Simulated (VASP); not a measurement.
Data:

```xyz
3
Lattice="0.0000 3.1000 3.1000 3.1000 0.0000 3.1000 3.1000 3.1000 0.0000" Properties=species:S:1:pos:R:3 pbc="T T T"
Ba     0.0000     0.0000     0.0000
F      1.5500     1.5500     1.5500
F      4.6500     4.6500     4.6500
```

These are PBE GGA, VASP's PBE PAW potentials (set 64) (plane waves; VASP) values and carry that method's errors. Run with 400 eV cut-off, 5×5×5 Γ-centred mesh, Fermi-Dirac smearing of 0.020 eV, potentials Ba_sv F.

At this cut-off the stress carries a Pulay error, which pulls relaxed volumes low. Energy and stress use the plane-wave basis of the starting cell.

The ions, cell shape and volume are relaxed. Give the cell that the relaxation ends in.

```xyz
3
Lattice="0.0000 3.0634 3.0634 3.0634 0.0000 3.0634 3.0634 3.0634 0.0000" Properties=species:S:1:pos:R:3 pbc="T T T"
Ba     0.0000     0.0000     0.0000
F      1.5317     1.5317     1.5317
F      4.5951     4.5951     4.5951
```
Space group Fm-3m (225), at a tolerance of 0.03 Å.

How do energy and volume change from the first to the last step?

The energy (σ→0) changes by -8.0 meV/atom and the volume by -3.5 %, in 3 ionic steps.

| step | E(σ→0) (eV) | max force (eV/Å) | pressure (GPa) | volume (Å³) |
|---|---|---|---|---|
| 1 | -17.1470 | 0.000 | -3.61 | 59.58 |
| 2 | -17.1544 | 0.000 | 3.23 | 55.81 |
| 3 | -17.1712 | 0.000 | -0.01 | 57.50 |

The structure is a typed BaF2 crystal. This run relaxes it. Symmetry was kept, so distortions that lower it aren't found. The run is one of a series of settings (EDIFFG = -0.01, IBRION = 2, ISIF = 3, NSW = 50 against the base run), some of them coarse on purpose.
